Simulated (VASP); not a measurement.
An input for Quantum ESPRESSO's pw.x (written as the equivalent of a VASP run, and not itself run):

```
&CONTROL
  calculation = 'vc-relax'
  pseudo_dir = './pseudo'
  outdir = './out'
  tprnfor = .true.
  tstress = .true.
  nstep = 60
  forc_conv_thr = 0.00039
/
&SYSTEM
  ibrav = 0
  nat = 2
  ntyp = 2
  ecutwfc = 66
  occupations = 'smearing'
  smearing = 'gaussian'
  degauss = 0.003675
  input_dft = 'vdw-df2'
/
&ELECTRONS
  conv_thr = 7.3e-08
  electron_maxstep = 100
/
&IONS
/
&CELL
/
ATOMIC_SPECIES
  Hg 200.592 Hg.upf
  S 32.060 S.upf
CELL_PARAMETERS angstrom
     0.0000000    2.9250000    2.9250000
     2.9250000    0.0000000    2.9250000
     2.9250000    2.9250000    0.0000000
ATOMIC_POSITIONS crystal
  Hg   0.0000000  0.0000000  0.0000000
  S    0.2500000  0.2500000  0.2500000
K_POINTS automatic
  7 7 7 0 0 0
```

Write the VASP files for the same calculation (vdW-DF2).

Several could match; the one computed here: 
**POSCAR**
```
HgS
1
    0.0000000000     2.9250000000     2.9250000000
    2.9250000000     0.0000000000     2.9250000000
    2.9250000000     2.9250000000     0.0000000000
Hg S
1 1
Direct
  0.0000000000   0.0000000000   0.0000000000
  0.2500000000   0.2500000000   0.2500000000
```

### INCAR
```
SYSTEM = HgS
PREC = Accurate; ENCUT = 520; LREAL = F
LASPH = T
EDIFF = 1E-6; NELM = 100; ALGO = Normal
LMAXMIX = 6
ISMEAR = 0; SIGMA = 0.05
GGA = ML; LUSE_VDW = T; AGGAC = 0.0
ZAB_VDW = -1.8867
IBRION = 2; NSW = 60; ISIF = 3
EDIFFG = -0.01
LWAVE = F; LCHARG = F
```

KPOINTS:
```
Automatic mesh
0
Gamma
7 7 7
0 0 0
```

POTCAR, in this order: Hg S (PBE.64 set). Program: vasp_std.

What does not carry over: the potentials are each code's own (VASP's PAW set, PseudoDojo norm-conserving files in pw.x), so ENCUT and ecutwfc are chosen apart and not converted; conv_thr bounds pw.x's estimated SCF error, while EDIFF bounds the energy change between steps; forc_conv_thr acts on force components and is met together with etot_conv_thr.

The compound is HgS in the zinc blende structure, metacinnabar; cinnabar is the stable form. This run relaxes it. Symmetry was kept, so distortions that lower it aren't found.
